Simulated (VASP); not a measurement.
# C2GaFClH in VASP: reference runs

Reference runs on C2GaFClH: the cell as given.

Everything below comes from runs of VASP 6.6.1. Logs are shortened: lines on timing, memory, paths and dates and some standing lists are left out, and cuts for length are marked.

## 1. Starting point

The cell holds a molecule in a box, 6 atoms: a = 14.000 Å, b = 12.000 Å, c = 14.000 Å, α = 90.00°, β = 90.00°, γ = 90.00°.

## 2. Single point, PBE

INCAR

```
  PREC = Accurate
  ENCUT = 520
  EDIFF = 1E-7
  ISMEAR = 0
  SIGMA = 0.01
  LREAL = False
  LASPH = True
  NELM = 100
  ALGO = Normal
  ISIF = 2
  LWAVE = False
  LCHARG = True
  GGA = PE
  LELF = True
  LVHAR = True
  LVACPOTAV = True
  NBANDS = 27
```

KPOINTS

```
Automatic mesh
0
Gamma
  1 1 1
```

POSCAR

```
GaHC2ClF
1.0
   14.0000000000      0.0000000000      0.0000000000
    0.0000000000     12.0000000000      0.0000000000
    0.0000000000      0.0000000000     14.0000000000
C Ga F Cl H
2 1 1 1 1
Direct
    0.5927964300      0.5772833300      0.6152857100
    0.5298678600      0.5500666700      0.5613214300
    0.4322678600      0.5091166700      0.4759357100
    0.3534464300      0.4023416700      0.5047285700
    0.4079107100      0.5840750000      0.3416571400
    0.6484107100      0.6011583300      0.6632000000
```

Potentials or basis: VASP PAW PBE potentials, release 64 (C, Ga_d, F, Cl, H).

On the command line:

```console
> cat potpaw_PBE.64/C/POTCAR potpaw_PBE.64/Ga_d/POTCAR potpaw_PBE.64/F/POTCAR potpaw_PBE.64/Cl/POTCAR potpaw_PBE.64/H/POTCAR > POTCAR
> mpirun -np 1 vasp_gam > vasp.out
```

OUTCAR:

```text
PREC = Accurate
   ENCUT = 520
   EDIFF = 1E-7
   ISMEAR = 0
   LREAL = False
   LASPH = True
   NELM = 100
   ISIF = 2
   GGA = PE

 ion  position               nearest neighbor table
   1  0.593  0.577  0.615-   6 1.07   2 1.21
   2  0.530  0.550  0.561-   1 1.21   3 1.88
   3  0.432  0.509  0.476-   4 1.74   2 1.88   5 2.11
   4  0.353  0.402  0.505-   3 1.74
   5  0.408  0.584  0.342-   3 2.11
   6  0.648  0.601  0.663-   1 1.07

  LATTYP: Found a simple tetragonal cell.
 ALAT       =    14.0000000000
 C/A-ratio  =     0.8571428571

  Lattice vectors:

 A1 = ( -14.0000000000,   0.0000000000,   0.0000000000)
 A2 = (   0.0000000000,   0.0000000000,  14.0000000000)
 A3 = (   0.0000000000,  12.0000000000,   0.0000000000)

Analysis of symmetry for initial positions (statically):
=====================================================================
 Subroutine PRICEL returns:
 Original cell was already a primitive cell.

 Routine SETGRP: Setting up the symmetry group for a
 simple tetragonal supercell.

 Subroutine GETGRP returns: Found  1 space group operations
 (whereof  1 operations were pure point group operations)
 out of a pool of 16 trial point group operations.

The static configuration has the point symmetry C_1 .

Analysis of symmetry for dynamics (positions and initial velocities):
=====================================================================
 Subroutine PRICEL returns:
 Original cell was already a primitive cell.

 Routine SETGRP: Setting up the symmetry group for a
 simple tetragonal supercell.

 Subroutine GETGRP returns: Found  1 space group operations
 (whereof  1 operations were pure point group operations)
 out of a pool of 16 trial point group operations.

The dynamic configuration has the point symmetry C_1 .

 Subroutine INISYM returns: Found  1 space group operations
 (whereof  1 operations are pure point group operations),
 and found     1 'primitive' translations

----------------------------------------------------------------------------------------

                                     Primitive cell

  volume of cell :    2352.0000

  direct lattice vectors                    reciprocal lattice vectors
    14.000000000  0.000000000  0.000000000     0.071428571  0.000000000  0.000000000
     0.000000000 12.000000000  0.000000000     0.000000000  0.083333333  0.000000000
     0.000000000  0.000000000 14.000000000     0.000000000  0.000000000  0.071428571

  length of vectors
    14.000000000 12.000000000 14.000000000     0.071428571  0.083333333  0.071428571

  position of ions in fractional coordinates (direct lattice)
     0.592796430  0.577283330  0.615285710
     0.529867860  0.550066670  0.561321430
     0.432267860  0.509116670  0.475935710
     0.353446430  0.402341670  0.504728570
     0.407910710  0.584075000  0.341657140
     0.648410710  0.601158330  0.663200000

  ion indices of the primitive-cell ions
   primitive index   ion index
                 1           1
                 2           2
                 3           3
                 4           4
                 5           5
                 6           6

----------------------------------------------------------------------------------------

 KPOINTS: Automatic mesh

Automatic generation of k-mesh.
 Grid dimensions read from file:
 generate k-points for:    1    1    1

 Generating k-lattice:

  Cartesian coordinates                     Fractional coordinates (reciprocal lattice)
     0.071428571  0.000000000  0.000000000     1.000000000  0.000000000  0.000000000
     0.000000000  0.083333333  0.000000000     0.000000000  1.000000000  0.000000000
     0.000000000  0.000000000  0.071428571     0.000000000  0.000000000  1.000000000

  Length of vectors
     0.071428571  0.083333333  0.071428571

  Shift w.r.t. Gamma in fractional coordinates (k-lattice)
     0.000000000  0.000000000  0.000000000

 Subroutine IBZKPT returns following result:
 ===========================================

 Found      1 irreducible k-points:

 Following reciprocal coordinates:
            Coordinates               Weight
  0.000000  0.000000  0.000000      1.000000
   k-points           NKPTS =      1   k-points in BZ     NKDIM =      1   number of bands    NBANDS=     27
   number of dos      NEDOS =    301   number of ions     NIONS =      6
   total plane-waves  NPLWV = ******
   dimension x,y,z NGX =   108 NGY =   90 NGZ =  108
   dimension x,y,z NGXF=   216 NGYF=  180 NGZF=  216
   ions per type =               2   1   1   1   1
   NGX,Y,Z   is equivalent  to a cutoff of  12.82, 12.47, 12.82 a.u.
   NGXF,Y,Z  is equivalent  to a cutoff of  25.65, 24.94, 25.65 a.u.
 SYSTEM =  unknown system
   PREC   = accura    normal or accurate (medium, high low for compatibility)
   ISTART =      0    job   : 0-new  1-cont  2-samecut
   ICHARG =      2    charge: 1-file 2-atom 10-const
   ISPIN  =      1    spin polarized calculation?
   LNONCOLLINEAR =      F non collinear calculations
   LSORBIT =      F    spin-orbit coupling
   LASPH  =      T    aspherical Exc in radial PAW
   ENCUT  =  520.0 eV  38.22 Ry    6.18 a.u.  26.03 22.31 26.03*2*pi/ulx,y,z
   NELM   =    100;   NELMIN=  2; NELMDL= -5     # of ELM steps
   EDIFF  = 0.1E-06   stopping-criterion for ELM
   LREAL  =      F    real-space projection
   EDIFFG = 0.1E-05   stopping-criterion for IOM
   NSW    =      0    number of steps for IOM
   IBRION =     -1    ionic relax: 0-MD 1-quasi-New 2-CG
   NFREE  =      0    steps in history (QN), initial steepest desc. (CG)
   ISIF   =      2    stress and relaxation
   ISYM   =      2    0-nonsym 1-usesym 2-fastsym
   POTIM  = 0.5000    time-step for ionic-motion
   TEBEG  =    0.0;   TEEND  =   0.0 temperature during run
   PSTRESS=    0.0 pullay stress
   NELECT =      36.0000    total number of electrons
   NUPDOWN=      -1.0000    fix difference up-down
   EMIN   =  10.00;   EMAX   =-10.00  energy-range for DOS
   EFERMI =   0.00;   METHOD = LEGACY
   ISMEAR =     0;   SIGMA  =   0.01  broadening in eV -4-tet -1-fermi 0-gaus
   EFERMI_NEDOS =   21; number of points for ismear=-14 and -15
   IALGO  =     38    algorithm
   IMIX   =      4    mixing-type and parameters
     AMIX     =   0.40;   BMIX     =  1.00
     AMIX_MAG =   1.60;   BMIX_MAG =  1.00
  volume/ion in A,a.u.               =     392.00      2645.35
  Fermi-wavevector in a.u.,A,eV,Ry     =   0.406471  0.768119  2.247940  0.165219
  Thomas-Fermi vector in A             =   1.359468
   LORBIT       =      0    0 simple, 1 ext, 2 COOP (PROOUT), +10 PAW based schemes
   GGA     = PE    functional components
   LHFCALC =     F    Hartree Fock is set to
   AEXX    =    0.0000 exact exchange contribution
   IVDW    =     0    specifies the selected vdW correction
   LEPSILON=     F    determine dielectric tensor
   LRPA    =     F    only Hartree local field effects (RPA)
 non-spin polarized calculation
 Gauss-broadening in eV      SIGMA  =   0.01
  energy-cutoff  :      520.00
  volume of cell :     2352.00
 maximum number of plane-waves:     31679
 NGX is ok and might be reduce to   108
   NGX = 53   NGY = 45   NGZ = 53

 number of electron      36.0000009 magnetization

 Free energy of the ion-electron system (eV)
  ---------------------------------------------------
  ext. energy  EPLUGINS =         0.00000000
  ---------------------------------------------------
  free energy    TOTEN  =       -30.08038821 eV

  energy without entropy =      -30.08038821  energy(sigma->0) =      -30.08038821

 E-fermi :  -7.3917     XC(G=0):  -0.6983

 val. band max:       -7.5011447569   @ k =   0.0000   0.0000   0.0000
 cond. band min:      -2.4594313796   @ k =   0.0000   0.0000   0.0000
 fundamental gap:      5.0417133773
 Fermi energy:        -7.3917029860

 k-point     1 :       0.0000    0.0000    0.0000
  band No.  band energies     occupation
      1     -28.4550      2.00000
      2     -21.1953      2.00000
      3     -20.4950      2.00000
      4     -20.3962      2.00000
      5     -20.3587      2.00000
      6     -20.2025      2.00000
[... 19 lines left out ...]
     26       0.6420      0.00000
     27       0.7624      0.00000

------------------------ aborting loop because EDIFF is reached ----------------------------------------

  FORCE on cell =-STRESS in cart. coord.  units (eV):
  Direction    XX          YY          ZZ          XY          YZ          ZX
  --------------------------------------------------------------------------------------
  -------------------------------------------------------------------------------------
  Total        0.9885155      0.5592838      0.6547247      0.6782230     -0.0246828      0.4899070
  in kB        0.6733746      0.3809829      0.4459970      0.4620040     -0.0168139      0.3337236
  external PRESSURE =       0.5001182 kB  Pullay stress =       0.0000000 kB

 VOLUME and BASIS-vectors are now :
 -----------------------------------------------------------------------------
  energy-cutoff  :      520.00
  volume of cell :     2352.00
      direct lattice vectors                 reciprocal lattice vectors
    14.000000000  0.000000000  0.000000000     0.071428571  0.000000000  0.000000000
     0.000000000 12.000000000  0.000000000     0.000000000  0.083333333  0.000000000
     0.000000000  0.000000000 14.000000000     0.000000000  0.000000000  0.071428571

 POSITION                                       TOTAL-FORCE (eV/Angst)
 -----------------------------------------------------------------------------------
      8.29915      6.92740      8.61400         0.624772      0.230569      0.536552
      7.41815      6.60080      7.85850        -0.843258     -0.319349     -0.713955
      6.05175      6.10940      6.66310         0.465495      0.408825      0.033982
      4.94825      4.82810      7.06620        -0.355967     -0.407138      0.122481
      5.71075      7.00890      4.78320        -0.030759      0.034934     -0.099206
      9.07775      7.21390      9.28480         0.139718      0.052160      0.120145
 -----------------------------------------------------------------------------------
    total drift:                                0.001195      0.000906     -0.001094

  FREE ENERGIE OF THE ION-ELECTRON SYSTEM (eV)
  ---------------------------------------------------
  free  energy   TOTEN  =       -30.0803882071 eV

  energy  without entropy=      -30.0803882071  energy(sigma->0) =      -30.08038821
```

Wall time 6.3 min (1 thread of AMD EPYC 7R13 (Zen 3), shared host); peak memory 1.6 GiB.

What came out:

| Property | Result |
| --- | --- |
| Free energy | -30.0804 eV |
| Largest force | 1.150 eV/Å |
| Gap between the frontier levels | 5.04 eV |

Forces in eV/Å, atoms in the order of the input:
```
C    0.625  0.231  0.537
C   -0.843 -0.319 -0.714
Ga   0.465  0.409  0.034
F   -0.356 -0.407  0.122
Cl  -0.031  0.035 -0.099
H    0.140  0.052  0.120
```

Caveat: the standard files for N, O and F lose accuracy on very short bonds.
